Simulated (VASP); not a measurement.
Crystal: MoS2.

```xyz
6
Lattice="3.1610 0.0000 0.0000 -1.5805 2.7375 0.0000 0.0000 0.0000 11.6802" Properties=species:S:1:pos:R:3 pbc="T T T"
Mo    0.0000    1.8250    2.9201
Mo    1.5805    0.9125    8.7602
S     1.5805    0.9125    4.4851
S     1.5805    0.9125    1.3551
S     0.0000    1.8250   10.3252
S     0.0000    1.8250    7.1952
```

The cell was built by a generator and needn't be a form met in nature.

Base run:

- Program: VASP 6.6.1
- Functional: vdW-DF2
- Potentials or basis: VASP PAW PBE potentials, release 64 (Mo_sv, S)
- Cutoff: 520 eV
- k mesh: 8 × 8 × 2
- Occupations: fermi-dirac, width 0.05 eV
- Spin: no spin polarisation

Its results: band gap on the k mesh 0.70 eV, indirect (least direct gap 1.88 eV); pressure 15.8 GPa; largest force 0.554 eV/Å.

Problem. The run is repeated on the same cell with these changes: functional from vdW-DF2 to PBE; dispersion from none to D4. What comes out?

Solution. Band gap on the k mesh 0.69 eV, indirect (least direct gap 1.87 eV); pressure -0.1 GPa; largest force 0.233 eV/Å.

Several settings changed at once, so the effect can't be laid on one alone.

Caveats: so large a pressure means that the cell lies far from this level's equilibrium, or that cutoff or potentials fall short (some runs); the potentials were made for another functional, which shifts forces and pressure (some runs).

A k mesh can miss the band edges.

Not every run made on this cell is shown here.
